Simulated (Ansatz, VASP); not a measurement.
# Cross-check of PtC between VASP and Ansatz, part 2 of 2

Aim: how closely do two programs agree when they are given the same cell, functional and k mesh? The cell is generated by rule, not measured, and may not be a known phase. The cell is taken from a series of runs on this material, whose earlier steps may have relaxed, scaled, displaced or heated it; both programs get it as it stands.

VASP 6.6.1 and Ansatz 0.2.0.

So far. Step 5 (VASP: single point, PBEsol, pair 2): The run ends at a pressure of 1.77 GPa, with forces up to 0.34 eV/Å. Step 6 (Ansatz: single point, PBEsol, pair 2): The run ends at a pressure of 1.79 GPa, with forces up to 0.35 eV/Å.

The structure was built from a prototype and need not be the compound's stable phase.

**7. Differences**

What differs besides the data sets and the points named for the pairs above, as far as they apply: the data sets hold 22 valence electrons in Ansatz (on its default PAW (the set named soft_2) files) and 14 in VASP. Total energies have different zeros and are not compared.

The two programs side by side:

```
      quantity  Ansatz  VASP  difference
pressure (GPa)    1.79  1.77       +0.02
```

Forces (eV/Å; atoms numbered as in POSCAR):

```
atom         Ansatz x, y, z           VASP x, y, z
 Pt1    0.000, 0.249, 0.249    0.000, 0.244, 0.244
  C2  0.000, -0.249, -0.249  0.000, -0.244, -0.244
```

The forces differ by 4.6 meV/Å r.m.s., which is 2.3 % of the r.m.s. force of 0.199 eV/Å (both taken over all components).

**8. Ansatz: single point, PBEsol, pair 3**

With cell and atoms fixed, the geometry can't cause a difference; cores, projectors, grids and the points listed under the comparison can.

The cell is taken from a series of runs on this material, whose earlier steps may have relaxed, scaled, displaced or heated it; both programs get it as it stands.

Contents of input.yaml:

```yaml
crystal:
  lattice:
    - [2.7712460625, 0.0, 0.0]
    - [0.0, 2.7712460625, 0.0]
    - [0.0, 0.0, 2.7712460625]
  atoms:
    - { symbol: Pt, position: [0.0, 0.0034561303, 0.0034561303] }
    - { symbol: C, position: [0.5, 0.4438651465, 0.4438651465] }
kpoints:
  mp_grid: { grid: [16, 16, 16] }
hamiltonian:
  xc: pbesol
scf:
  occupations: { method: methfessel_paxton, width: 0.15 }
output:
  forces: true
  stress: true
  eigenvalues: true
```

On the command line:

```sh
$ ansatz run input.yaml --threads 4 --pin off --max-ram 7168MiB --backend cpu --events-out ev --progress --plain --runs-dir out
```

Numbers of over 12 decimals in the logs are rounded to 6 here.

Output:

```text
[...]
Crystal: 2 atoms, lattice volume = 21.283 Å³
Basis set: ecut = 420 eV, 437 PW (Γ), exchange–correlation on 40×40×40 points (8 copies of the dense FFT grid, shifted against one another)
Bands: 15, of which v1, the nominal top of the filled ones, is band 11 counted from 1 (10 counted from 0)
Symmetry: 4 space group operations
[...]
k-points: 657 of 4096 (time reversal used)
[...]
--- Band table (eV; the first three rows and the last of 657) ---
  k-point 0: bands = [... 7 lower, 18.2319, 18.4319, 18.7687, 20.8266, 20.8528, 20.9623, 24.9295, 35.2118]
  k-point 1: bands = [... 7 lower, 18.0556, 18.2323, 18.7304, 20.5208, 21.0770, 21.2285, 25.1959, 35.2139]
  k-point 2: bands = [... 7 lower, 17.6055, 17.7868, 18.7155, 19.8960, 21.6478, 21.7444, 25.7927, 34.8541]
  k-point 656: bands = [... 7 lower, 13.9035, 20.4038, 20.4272, 23.6701, 23.7082, 24.6804, 26.0399, 27.3248]
[key lines of the parts left out:]
SCF converged after 6 iterations
Free energy (F): -12626.717296 eV
Fermi energy:    20.628241 eV
P = ⅓ Tr σ = 4.3918 GPa (43.918 kbar)
```

The run ends at a pressure of 4.39 GPa, with forces up to 0.35 eV/Å.

**9. VASP: single point, PBEsol, pair 3**

The same cell, functional, mesh and smearing now go to VASP, with its own data sets.

Contents of INCAR:

```
SYSTEM = PtC
PREC = Accurate
ENCUT = 600
EDIFF = 1E-06
NELM = 120
ISMEAR = 1
SIGMA = 0.15
LREAL = .FALSE.
ALGO = Normal
GGA = PS
NBANDS = 13
LASPH = .TRUE.
LORBIT = 11
LWAVE = .FALSE.
LCHARG = .FALSE.
ISIF = 2
GGA_COMPAT = .FALSE.
KPAR = 2
```

Contents of POSCAR:

```
PtC
1.0
    2.7712460625      0.0000000000      0.0000000000
    0.0000000000      2.7712460625      0.0000000000
    0.0000000000      0.0000000000      2.7712460625
Pt C
1 1
Direct
    0.0000000000      0.0034561303      0.0034561303
    0.5000000000      0.4438651465      0.4438651465
```

Contents of KPOINTS:

```
Automatic mesh
0
Gamma
16 16 16
0 0 0
```

Potentials, in the order of the species: Pt and C (PBE family, release 64).

On the command line:

```sh
$ mpirun -np 2 vasp_std
```

Output:

```text
[... set-up lines as in an earlier step ...]
 entering main loop
       N       E                     dE             d eps       ncg     rms          rms(c)
DAV:   1     0.608504458391E+02    0.60850E+02   -0.78389E+03 17218   0.114E+03
DAV:   2    -0.126339008709E+02   -0.73484E+02   -0.67882E+02 20352   0.222E+02
DAV:   3    -0.144745667927E+02   -0.18407E+01   -0.18230E+01 20127   0.345E+01
DAV:   4    -0.144824914617E+02   -0.79247E-02   -0.79236E-02 20167   0.264E+00
[...]
DAV:  11    -0.128303392287E+02    0.93539E-05   -0.14719E-04 19887   0.962E-02    0.171E-02
DAV:  12    -0.128303379388E+02    0.12900E-05   -0.96362E-06 19792   0.250E-02    0.105E-02
DAV:  13    -0.128303376196E+02    0.31918E-06   -0.83627E-07 10126   0.802E-03
   1 F= -.12830338E+02 E0= -.12830782E+02  d E =0.133235E-02
```

From OUTCAR (step 9):

```text
  Total        0.3938902      0.6817423      0.6817423     -0.0000000      0.1700003      0.0000000
  in kB       29.6524419     51.3222371     51.3222371     -0.0000000     12.7977873      0.0000000
  external PRESSURE =      44.0989720 kB  Pullay stress =       0.0000000 kB

 POSITION                                       TOTAL-FORCE (eV/Angst)
 -----------------------------------------------------------------------------------
      0.00000      0.00958      0.00958         0.000000      0.236607      0.236607
      1.38562      1.23006      1.23006         0.000000     -0.236607     -0.236607
 -----------------------------------------------------------------------------------
    total drift:                                0.000000      0.000084      0.000084

  FREE ENERGIE OF THE ION-ELECTRON SYSTEM (eV)
  ---------------------------------------------------
  free  energy   TOTEN  =       -12.8303376196 eV

  energy  without entropy=      -12.8316699740  energy(sigma->0) =      -12.83078174

[... 2 parts as in an earlier step ...]

[... 1 further part left out ...]
[key lines of the parts left out:]
E-fermi :  11.0853
```

The run ends at a pressure of 4.41 GPa, with forces up to 0.33 eV/Å.

**10. Side by side**

What differs besides the data sets and the points named for the pairs above, as far as they apply: the data sets hold 22 valence electrons in Ansatz (on its default PAW (the set named soft_2) files) and 14 in VASP. Total energies have different zeros and are not compared.

Both answers:

```
      quantity  Ansatz  VASP  difference
pressure (GPa)    4.39  4.41       -0.02
```

Forces (eV/Å; atoms numbered as in POSCAR):

```
atom         Ansatz x, y, z           VASP x, y, z
 Pt1    0.000, 0.247, 0.247    0.000, 0.237, 0.237
  C2  0.000, -0.247, -0.247  0.000, -0.237, -0.237
```

The forces differ by 8.7 meV/Å r.m.s., which is 4.5 % of the r.m.s. force of 0.193 eV/Å (both taken over all components).

**11. What came out**

```json
{
  "r.m.s. force difference (single point, PBEsol, pair 1)": "2.5 meV/Å",
  "r.m.s. force difference (single point, PBEsol, pair 2)": "4.6 meV/Å",
  "r.m.s. force difference (single point, PBEsol, pair 3)": "8.7 meV/Å"
}
```

The r.m.s. force difference is 8.7 meV/Å (single point, PBEsol, pair 3), within the 12 meV/Å picked in this series as the mark of a large difference. The data sets hold unlike numbers of valence electrons (22 in Ansatz and 14 in VASP), so part of the differences comes from the potentials. 6 further runs of this series are not shown here. How closely two codes agree says nothing of how well the functional describes the real material.

[Lines on the potential files, build, host, timing and source positions are cut from VASP's logs without a mark.]

[Logs are printed without paths, hosts, clocks, repeated set-up lines and the standing remarks that a program may print on its own settings, such as how far it seeks lower states.]

[Hosts, paths, dates, database ids (printed as entryN), source tags and the programs' standing remarks are cut or masked in the printed files.]
